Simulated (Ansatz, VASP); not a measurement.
**SiC: VASP beside Ansatz**

One calculation is typed for both programs; each brings its own data sets. How far apart do they land? The structure shown is the start of the Ansatz relaxation below; VASP solves that cell, so the two are compared at the walk's first step.

Method: plane waves, with VASP 6.6.1 beside it; single point at LDA, in Ansatz 0.2.0.

## Step 1: Starting point

It takes space group P6_3mc (No. 186, hexagonal). The conventional cell has a = 3.059 Å, b = 3.059 Å, c = 10.112 Å, α = 90.00°, β = 90.00°, γ = 120.00°. Nearest to C lie 4 Si at 1.87 to 1.90 Å. Nearest to C lie 4 Si at 1.88 to 1.90 Å. Nearest to Si lie 4 C at 1.88 to 1.90 Å. Si has 4 C at 1.87 to 1.90 Å nearest. Farther neighbours are not listed.

Structure file:

```cif
data_structure
_symmetry_space_group_name_H-M 'P6_3mc'
_symmetry_Int_Tables_number 186
_cell_length_a 3.0585
_cell_length_b 3.0585
_cell_length_c 10.1123
_cell_angle_alpha 90.000
_cell_angle_beta 90.000
_cell_angle_gamma 120.000
_cell_volume 81.92
loop_
_atom_site_label
_atom_site_type_symbol
_atom_site_symmetry_multiplicity
_atom_site_Wyckoff_symbol
_atom_site_fract_x
_atom_site_fract_y
_atom_site_fract_z
_atom_site_occupancy
C1 C 2 b 0.66667 0.33333 0.74981 1
C2 C 2 a 0.00000 0.00000 0.50045 1
Si1 Si 2 b 0.66667 0.33333 0.93784 1
Si2 Si 2 a 0.00000 0.00000 0.68790 1
```

## Step 2: Ansatz: relaxation, LDA

Ansatz runs on its PAW soft_1 files.

The two programs are compared at the cell with which this relaxation starts, whose forces are those of its first step.

Contents of input.yaml:

```yaml
crystal:
  lattice:
    - [3.0585027887, 0.0, 0.0]
    - [-1.5292513943, 2.6487411126, 0.0]
    - [0.0, 0.0, 10.1123110148]
  atoms:
    - { symbol: C, position: [0.6666666667, 0.3333333333, 0.7498074219] }
    - { symbol: C, position: [0.3333333333, 0.6666666667, 0.2498074219] }
    - { symbol: C, position: [0.0, 0.0, 0.5004480132] }
    - { symbol: C, position: [0.0, 0.0, 0.0004480132] }
    - { symbol: Si, position: [0.6666666667, 0.3333333333, 0.9378423052] }
    - { symbol: Si, position: [0.3333333333, 0.6666666667, 0.4378423052] }
    - { symbol: Si, position: [0.0, 0.0, 0.6879012596] }
    - { symbol: Si, position: [0.0, 0.0, 0.1879012596] }
kpoints:
  mp_grid: { grid: [9, 9, 4] }
hamiltonian:
  xc: lda
  pseudopotentials: { kind: paw, azcp: { folder: soft_1 }, xc_functional: pbe }
scf:
  occupations: { method: fixed }
output:
  forces: true
  stress: true
  eigenvalues: true
relax:
  adjacent_minimum: "off"
  f_tol: 0.001
  max_steps: 60
  cell: { stress_tol: 0.01, fix: [c, angles] }
```

Started as:

```bash
> ansatz run input.yaml --threads 8 --pin off --max-ram 16384MiB --backend cpu --events-out ev --progress --plain --runs-dir out
```

Numbers of over 12 decimals in the logs are rounded to 6 here.

Log:

```text
Warning: crystal.symmetry: narrowed to the stabiliser of the fixed cell quantities (relax.cell.fix) — unitary ops 12 → 4. The narrowing is safe, since a smaller group never makes results wrong: the run goes on under it, on as many k-points as the starting group would need, or more. Excluded: 8 operations that would move a fixed cell quantity at a test strain (relax.cell.fix fixes c, alpha, beta, gamma). The cell can leave their symmetry as it relaxes.
Engine: ansatz 0.2.0, aarch64-unknown-linux-gnu
Pseudopotentials: kind: paw
Pseudopotential: C, paw, valence charge 4, recommended cutoff 420 eV (normal), soft_1/C.paw.azcp
Pseudopotential: Si, paw, valence charge 4, recommended cutoff 420 eV (normal), soft_1/Si.paw.azcp
Functional definition: SPW92
  exchange = slater_x
  correlation = pw_c
Crystal: 8 atoms, lattice volume = 81.922 Å³
Basis set: ecut = 420 eV, 1581 PW (Γ)
Bands: 24, of which v1, the nominal top of the filled ones, is band 16 counted from 1 (15 counted from 0)
Symmetry: 4 space group operations
k-points: 75 of 324 (time reversal used)
Non-local potential: C, projectors of the file, l = 0: 2, l = 1: 2, l = 2: 1
Non-local potential: Si, projectors of the file, l = 0: 2, l = 1: 2, l = 2: 1
PAW form: soft (Blöchl's): semilocal exchange-correlation on the pseudo side does not see the compensation charge
PAW frozen core: C, regenerated for the run's functional, and the local potential with it (the file was generated under x = pbe(κ = 0.804, μ = 0.219515), c = pbe(β = 0.066725))
PAW frozen core: Si, regenerated for the run's functional, and the local potential with it (the file was generated under x = pbe(κ = 0.804, μ = 0.219515), c = pbe(β = 0.066725))
PAW one-centre angular grid: C, 110 points (default); XC on 64 Gauss nodes
PAW one-centre angular grid: Si, 110 points (default); XC on 64 Gauss nodes
Initial density: superposition of atomic densities (chi_scale 0.1, normalization cell, long waves kept (reshape's long-wave potential 0.00 eV rms))
Initial wavefunctions: pseudopotential atomic-orbital guess
Functional: x = slater, c = lda
SCF iter   1: F=—  HF=-3415.086573 eV  |F-HF|=—  |Δ(HF+E_count)|=         —  Δρ=1.39e-1  dr2=1.93e1  ethr=3.10e-3  ⟨swp⟩=5.0  Hψ=8371  notcnv=0  defer=397
preconditioner: auto → none  [insulator: Δε(μ)=4.146 eV  Ē_g=12.822 eV  n_scr=6 (ndim 8)  ℏωp=23.2 eV  f_vac=0.000  ε∞_Penn≈4.3]
SCF iter   2: F=—  HF=-3409.247272 eV  |F-HF|=—  |Δ(HF+E_count)|=    5.84e0  Δρ=5.03e-2  dr2=1.36e0  ethr=3.10e-3  ⟨swp⟩=4.0  Hψ=4962  notcnv=0  defer=440
SCF iter   3: F=—  HF=-3408.848228 eV  |F-HF|=—  |Δ(HF+E_count)|=   3.99e-1  Δρ=1.87e-2  dr2=1.49e-1  ethr=3.10e-3  ⟨swp⟩=2.3  Hψ=3344  notcnv=0  defer=436
SCF iter   4: F=—  HF=-3408.814879 eV  |F-HF|=—  |Δ(HF+E_count)|=   3.33e-2  Δρ=1.46e-3  dr2=1.02e-3  ethr=4.66e-4  ⟨swp⟩=2.4  Hψ=2214  notcnv=0  defer=448
SCF iter   5: F=—  HF=-3408.815178 eV  |F-HF|=—  |Δ(HF+E_count)|=   2.99e-4  Δρ=3.04e-4  dr2=1.92e-4  ethr=3.18e-6  ⟨swp⟩=2.1  Hψ=2813  notcnv=0  defer=450
SCF iter   6: F=—  HF=-3408.815130 eV  |F-HF|=—  |Δ(HF+E_count)|=   4.82e-5  Δρ=1.30e-4  dr2=1.09e-5  ethr=6.01e-7  ⟨swp⟩=2.0  Hψ=2391  notcnv=0  defer=439
SCF iter   7: F=—  HF=-3408.815131 eV  |F-HF|=—  |Δ(HF+E_count)|=   1.16e-6  Δρ=3.97e-5  dr2=1.84e-6  ethr=3.40e-8  ⟨swp⟩=2.0  Hψ=2545  notcnv=0  defer=274
SCF iter   8: F=-3408.815131 eV  HF=-3408.815131 eV  |F-HF|=3.03e-8  |Δ(HF+E_count)|=   3.85e-7  Δρ=9.34e-6  dr2=6.90e-8  ethr=3.13e-10  ⟨swp⟩=13.0  Hψ=13552  notcnv=0
SCF 1 converged in 8 iterations: F = -3408.815131 eV  dr2 = 6.90e-8
  greatest PAW one-centre occupation: 0.641 electrons in one spin orbital (limit 2), on the C atom at site 0 (counted from 0), in its partial waves of l = 0
relax step   1: F+E_penalty+E_count = -3408.81513098 eV  Δ(F+E_penalty+E_count) = +0.000e0 eV  max|allowed force component| = 9.836e-2 eV/Å  Δτ_max = 0.0000 Å  P = -2.200 GPa  Ω = 81.922 Å³  fix = [c, alpha, beta, gamma]  reactions: c -5.847 GPa; gamma -0.000 GPa/rad  (8 SCF iters, dr2 threshold 1.00e-7 eV, accepted)
[...]
relax step   3: F+E_penalty+E_count = -3408.81648580 eV  Δ(F+E_penalty+E_count) = -3.623e-4 eV  max|allowed force component| = 2.493e-3 eV/Å  Δτ_max = 0.0016 Å  P = -1.792 GPa  Ω = 81.766 Å³  energy of the carried Pulay correction = +1.976e-4 eV  fix = [c, alpha, beta, gamma]  reactions: c -5.437 GPa; gamma -0.000 GPa/rad  (4 SCF iters, dr2 threshold 1.96e-7 eV, accepted)
[...]
relax step   4: F+E_penalty+E_count = -3408.81647595 eV  Δ(F+E_penalty+E_count) = +9.853e-6 eV  max|allowed force component| = 4.649e-4 eV/Å  Δτ_max = 0.0001 Å  P = -1.816 GPa  Ω = 81.775 Å³  energy of the carried Pulay correction = +1.868e-4 eV  fix = [c, alpha, beta, gamma]  reactions: c -5.437 GPa; gamma -0.000 GPa/rad  (5 SCF iters, dr2 threshold 2.44e-9 eV, accepted)
[...]
relax step   5: F+E_penalty+E_count = -3408.81633288 eV  Δ(F+E_penalty+E_count) = +1.431e-4 eV  max|allowed force component| = 4.750e-4 eV/Å  Δτ_max = 0.0000 Å  P = -1.819 GPa  Ω = 81.775 Å³  fix = [c, alpha, beta, gamma]  reactions: c -5.440 GPa; gamma -0.000 GPa/rad  stress off target by 9.22e-3 GPa on what of the cell is left free  SCF on the basis re-selected at this cell (its energy is not comparable with the rows above)  (6 SCF iters)
basis re-selected at this cell: Δ(F+E_penalty+E_count) = +1.431e-4 eV, ΔP = -0.004 GPa vs the last step (what re-selecting the basis moved, of the pressure what is left beyond the Pulay correction that the steps carried, after the strain that the cell walked since its last selection, with what the two solves' SCF thresholds leave and, on support functions, any second-order correction that the steps lacked; it is no m [...]
SCF converged after 6 iterations
Free energy (F): -3408.816333 eV
Harris-Foulkes:  -3408.816333 eV  (|F-HF|=4.55e-13)
Internal energy: -3408.816333 eV  (E = F + TS)
E sigma→0 (E₀):  -3408.816333 eV
Fermi energy:    9.497559 eV
--- Per-component energies (eV) ---
  E_band       = 111.953087
  E_kinetic    = 535.584950
  E_local      = -386.875305  (includes V_loc(G=0)·N_el)
  E_nonlocal   = 189.189182
  E_hartree    = 126.407481
  E_xc         = -420.315645
  E_vxc        = -435.838309  (∫ρ·V_xc dr)
  E_paw        = -2310.449898  (= ΣΔE_a)
  E_vpaw       = -42.922580  (= ΣTr[D̂ρ^β])
  E_aug_tail   = 0.000190  (compensation charges beyond the density's cutoff)
  E_ewald      = -1142.945942
  E_core_change = 0.588653  (= ΣΔE_core)
  E_smearing   = -0.000000  (= −TS)
  E_closure    = 0.000000  (closes the sum)
  Σ components = -3408.816333   (vs F -3408.816333, Δ=0.00e0)
--- Forces (eV/Å), atoms counted from 1 ---
  atom   1  C      0.00000006    -0.00000003    -0.00029638
  atom   2  C     -0.00000006     0.00000003    -0.00029638
  atom   3  C     -0.00000014     0.00000008     0.00008033
  atom   4  C      0.00000014    -0.00000008     0.00008033
  atom   5  Si    -0.00000008     0.00000005     0.00047108
  atom   6  Si     0.00000008    -0.00000005     0.00047108
  atom   7  Si    -0.00000011     0.00000006    -0.00027062
  atom   8  Si     0.00000011    -0.00000006    -0.00027062
  max |Σ_I F_I| component: 3.12e-5 eV/Å
--- Stress (GPa, compression-positive) ---
       -0.009222       0.000002       0.000000
        0.000002      -0.009220       0.000000
        0.000000       0.000000      -5.439699
  P = ⅓ Tr σ = -1.8194 GPa (-18.194 kbar)
--- Band table (eV; the first three rows and the last of 75) ---
  k-point 0: bands = [... 12 lower, 8.9307, 9.3384, 9.4976, 9.4976, 14.7687, 15.3210, 15.7565, 15.9297, ... 4 higher]
  k-point 1: bands = [... 12 lower, 9.0971, 9.0971, 9.4438, 9.4438, 14.8207, 15.1792, 16.0724, 16.1107, ... 4 higher]
  k-point 2: bands = [... 12 lower, 9.2979, 9.2979, 9.2979, 9.2979, 14.9678, 14.9678, 16.3970, 16.3970, ... 4 higher]
  k-point 74: bands = [... 12 lower, 7.1122, 7.1122, 7.9522, 7.9522, 12.1379, 12.1379, 13.6830, 13.6830, ... 4 higher]
--- Relaxed structure (4 steps of the walk, 4 accepted, 1 SCFs on fresh bases) ---
  F+E_penalty+E_count = -3408.81633288 eV   max|allowed force component| = 4.750e-4 eV/Å   (the final SCF, on the basis selected at the relaxed cell)
  cell:  # Å, volume = 81.7747 Å³
    - [3.055757, -2.8841531310939805e-11, 0]
    - [-1.527879, 2.646363, 0]
    - [0, 0, 10.1123110148]
  atoms:
    - { symbol: C, position: [0.666667, 0.333333, 0.750094] }
    - { symbol: C, position: [0.333333, 0.666667, 0.250094] }
    - { symbol: C, position: [2.28480010841281e-9, -2.2848001084128336e-9, 0.500700] }
    - { symbol: C, position: [-2.284800108412819e-9, 2.2848001084128336e-9, 0.000699882] }
    - { symbol: Si, position: [0.666667, 0.333333, 0.937599] }
    - { symbol: Si, position: [0.333333, 0.666667, 0.437599] }
    - { symbol: Si, position: [2.39686249688063e-9, -2.396862496880624e-9, 0.687606] }
    - { symbol: Si, position: [-2.396862496880614e-9, 2.3968624968806216e-9, 0.187606] }
```

## Step 3: VASP: single point, LDA, start cell, pair 1

The same cell, functional (in two slightly different forms) and mesh now go to VASP, with its own data sets.

Lines of VASP's logs that name or quote its potential files are left out, and so is its time.

Contents of INCAR:

```
SYSTEM = SiC
PREC = Accurate
ENCUT = 520
EDIFF = 1E-06
NELM = 120
ISMEAR = 0
SIGMA = 0.01
LREAL = .FALSE.
ALGO = Normal
GGA = PW92
NBANDS = 24
LORBIT = 11
LWAVE = .FALSE.
LCHARG = .FALSE.
ISIF = 2
LASPH = .TRUE.
GGA_COMPAT = .FALSE.
EFERMI = MIDGAP
KPAR = 2
```

Contents of POSCAR:

```
SiC
1.0
    3.0585030000      0.0000000000      0.0000000000
   -1.5292510000      2.6487410000      0.0000000000
    0.0000000000      0.0000000000     10.1123110000
C Si
4 4
Direct
    0.6666665116      0.3333334592      0.7498074377
    0.3333331614      0.6666665408      0.2498073882
    0.0000000000      0.0000000000      0.5004480183
    0.0000000000      0.0000000000      0.0004479688
    0.6666665116      0.3333334592      0.9378422994
    0.3333331614      0.6666665408      0.4378423488
    0.0000000000      0.0000000000      0.6879012127
    0.0000000000      0.0000000000      0.1879012621
```

Contents of KPOINTS:

```
Automatic mesh
0
Gamma
9 9 4
0 0 0
```

PAW data sets: C and Si (LDA family, release 64).

Started as:

```bash
> mpirun -np 2 vasp_std
```

Log:

```text
[banner, memory and clock lines left out]
running    2 mpi-ranks, on    1 nodes
 distrk:  each k-point on    1 cores,    2 groups
 distr:  one band on    1 cores,    1 groups

 POSCAR found type information on POSCAR C Si
 POSCAR found :  2 types and       8 ions
|                                                                             |
|               ----> ADVICE to this user running VASP <----                  |
|                                                                             |
|     You enforced a specific xc type in the INCAR file but a different       |
|     [... a line on the potential file left out ...]
|     I HOPE YOU KNOW WHAT YOU ARE DOING!                                     |
|                                                                             |

 LDA part: xc-table for (Slater(with rela. corr.)+PW92), standard interpolation
 POSCAR, INCAR and KPOINTS ok, starting setup
 FFT: planning ... GRIDC
 FFT: planning ... GRID_SOFT
 FFT: planning ... GRID
 WAVECAR not read
 entering main loop
       N       E                     dE             d eps       ncg     rms          rms(c)
DAV:   1     0.696542838115E+02    0.69654E+02   -0.14782E+04  1728   0.121E+03
DAV:   2    -0.679152452329E+02   -0.13757E+03   -0.12873E+03  2360   0.199E+02
DAV:   3    -0.748100558435E+02   -0.68948E+01   -0.68529E+01  2304   0.437E+01
DAV:   4    -0.749046445748E+02   -0.94589E-01   -0.94505E-01  2232   0.608E+00
DAV:   5    -0.749065677212E+02   -0.19231E-02   -0.19227E-02  2280   0.818E-01    0.184E+01
DAV:   6    -0.669443909495E+02    0.79622E+01   -0.23759E+01  2192   0.219E+01    0.844E+00
DAV:   7    -0.666903064251E+02    0.25408E+00   -0.21882E+00  2368   0.696E+00    0.337E+00
DAV:   8    -0.666194001359E+02    0.70906E-01   -0.13477E-01  2096   0.180E+00    0.112E+00
DAV:   9    -0.666082834645E+02    0.11117E-01   -0.19049E-02  2240   0.747E-01    0.160E-01
DAV:  10    -0.666083784847E+02   -0.95020E-04   -0.96729E-04  2176   0.176E-01    0.856E-02
DAV:  11    -0.666083877248E+02   -0.92402E-05   -0.38003E-05  2248   0.409E-02    0.211E-02
DAV:  12    -0.666083829929E+02    0.47319E-05   -0.92370E-06  2168   0.152E-02    0.960E-03
DAV:  13    -0.666083825082E+02    0.48471E-06   -0.21292E-06  1736   0.683E-03
   1 F= -.66608383E+02 E0= -.66608383E+02  d E =0.000000E+00
```

OUTCAR, selected parts (step 3):

```text
ion  position               nearest neighbor table
   1  0.667  0.333  0.750-   7 1.87   7 1.87   7 1.87   5 1.90
   2  0.333  0.667  0.250-   8 1.87   8 1.87   8 1.87   6 1.90
   3  0.000  0.000  0.500-   6 1.88   6 1.88   6 1.88   7 1.90
   4  0.000  0.000  0.000-   5 1.88   5 1.88   5 1.88   8 1.90
   5  0.667  0.333  0.938-   4 1.88   4 1.88   4 1.88   1 1.90   7 3.08   7 3.08   7 3.08   8 3.08
                             8 3.08   8 3.08
   6  0.333  0.667  0.438-   3 1.88   3 1.88   3 1.88   2 1.90   8 3.08   8 3.08   8 3.08   7 3.08
                             7 3.08   7 3.08
   7  0.000  0.000  0.688-   1 1.87   1 1.87   1 1.87   3 1.90   5 3.08   5 3.08   5 3.08   6 3.08
                             6 3.08   6 3.08
   8  0.000  0.000  0.188-   2 1.87   2 1.87   2 1.87   4 1.90   6 3.08   6 3.08   6 3.08   5 3.08
                             5 3.08   5 3.08

  LATTYP: Found a hexagonal cell.
 ALAT       =     3.0585030000
 C/A-ratio  =     3.3062942884

 Subroutine GETGRP returns: Found 12 space group operations
 (whereof  6 operations were pure point group operations)

The static configuration has the point symmetry C_3v.
 The point group associated with its full space group is C_6v.

 Found     36 irreducible k-points:

   k-points           NKPTS =     36   k-points in BZ     NKDIM =     36   number of bands    NBANDS=     24

   dimension x,y,z NGX =    24 NGY =   24 NGZ =   80
   dimension x,y,z NGXF=    48 NGYF=   48 NGZF=  160

   ENCUT  =  520.0 eV  38.22 Ry    6.18 a.u.   5.69  5.69 18.80*2*pi/ulx,y,z

   NELECT =      32.0000    total number of electrons

 k-points in reciprocal lattice and weights: Automatic mesh
   0.00000000  0.00000000  0.00000000       0.003
   0.11111111 -0.00000000  0.00000000       0.019
   0.22222222  0.00000000  0.00000000       0.019
   0.33333333 -0.00000000  0.00000000       0.019
   0.44444444  0.00000000  0.00000000       0.019
   0.11111111  0.11111111  0.00000000       0.019
   0.22222222  0.11111111  0.00000000       0.037
   0.33333333  0.11111111  0.00000000       0.037
   0.44444444  0.11111111  0.00000000       0.019
[...]
0.33333333  0.22222222  0.50000000       0.037
   0.33333333  0.33333333  0.50000000       0.006

 average (electrostatic) potential at core
       1 -48.8621       2 -48.8621       3 -48.9149       4 -48.9149       5 -81.8248
       6 -81.8248       7 -81.7831       8 -81.7830

 E-fermi :   9.3859

 k-point     1 :       0.0000    0.0000    0.0000
  band No.  band energies     occupation
    ...
     12       7.6981      2.00000
     13       7.6981      2.00000
     14       8.1524      2.00000
     15       8.2614      2.00000
     16       8.2615      2.00000
     17      13.5315      0.00000
     18      14.0834      0.00000
     19      14.5546      0.00000
     20      14.6977      0.00000
     21      15.2528      0.00000
    ...

 k-point     2 :       0.1111   -0.0000    0.0000
  band No.  band energies     occupation
    ...
     12       7.3191      2.00000
     13       7.4008      2.00000
     14       7.5014      2.00000
     15       8.0181      2.00000
     16       8.1572      2.00000
     17      13.7008      0.00000
     18      14.2871      0.00000
     19      14.3794      0.00000
     20      14.7881      0.00000
     21      15.1951      0.00000
    ...

 k-point     3 :       0.2222    0.0000    0.0000
  band No.  band energies     occupation
    ...
     12       6.0097      2.00000
     13       6.7547      2.00000
     14       6.7933      2.00000
     15       7.5710      2.00000
     16       7.8015      2.00000
     17      12.3545      0.00000
     18      12.9095      0.00000
     19      13.5235      0.00000
     20      14.5761      0.00000
     21      15.1854      0.00000
    ...

  Total       -0.1281029     -0.1281029     -2.9349605     -0.0000000      0.0000000      0.0000000
  in kB       -2.5053636     -2.5053630    -57.4002816     -0.0000005      0.0000000      0.0000000
  external PRESSURE =     -20.8036694 kB  Pullay stress =       0.0000000 kB

  energy-cutoff  :      520.00
  volume of cell :       81.92
      direct lattice vectors                 reciprocal lattice vectors
     3.058503000  0.000000000  0.000000000     0.326957338  0.188768867  0.000000000
    -1.529251000  2.648741000  0.000000000     0.000000000  0.377537857  0.000000000
     0.000000000  0.000000000 10.112311000     0.000000000  0.000000000  0.098889364

 POSITION                                       TOTAL-FORCE (eV/Angst)
 -----------------------------------------------------------------------------------
      1.52925      0.88291      7.58229        -0.000000      0.000000      0.093034
     -0.00000      1.76583      2.52613         0.000000     -0.000000      0.093034
      0.00000      0.00000      5.06069        -0.000000     -0.000000      0.085389
      0.00000      0.00000      0.00453         0.000000     -0.000000      0.085389
      1.52925      0.88291      9.48375        -0.000000     -0.000000     -0.079403
     -0.00000      1.76583      4.42760         0.000000     -0.000000     -0.079403
      0.00000      0.00000      6.95627         0.000000     -0.000000     -0.099020
      0.00000      0.00000      1.90012        -0.000000     -0.000000     -0.099020
 -----------------------------------------------------------------------------------
    total drift:                                0.000312     -0.000000      0.000633

  FREE ENERGIE OF THE ION-ELECTRON SYSTEM (eV)
  ---------------------------------------------------
  free  energy   TOTEN  =       -66.6083825082 eV

  energy  without entropy=      -66.6083825082  energy(sigma->0) =      -66.60838251

 total charge
# of ion       s       p       d       tot
------------------------------------------
    1        0.830   1.722   0.000   2.552
    2        0.830   1.722   0.000   2.552
    3        0.830   1.720   0.000   2.549
    4        0.830   1.720   0.000   2.549
    5        0.714   0.989   0.000   1.703
    6        0.714   0.989   0.000   1.703
    7        0.715   0.988   0.000   1.702
    8        0.715   0.988   0.000   1.702
--------------------------------------------------
tot          6.175  10.836   0.000  17.011

[... 3 further parts left out ...]
```

The run ends at a pressure of -2.08 GPa, with forces up to 0.099 eV/Å.

(Part 1 of 2 ends here.)

[Lines on the potential files, build, host, timing and source positions are cut from VASP's logs without a mark.]

[Logs are printed without paths, hosts, clocks, repeated set-up lines and the standing remarks that a program may print on its own settings, such as how far it seeks lower states.]

[Hosts, paths, dates, database ids (printed as entryN), source tags and the programs' standing remarks are cut or masked in the printed files.]
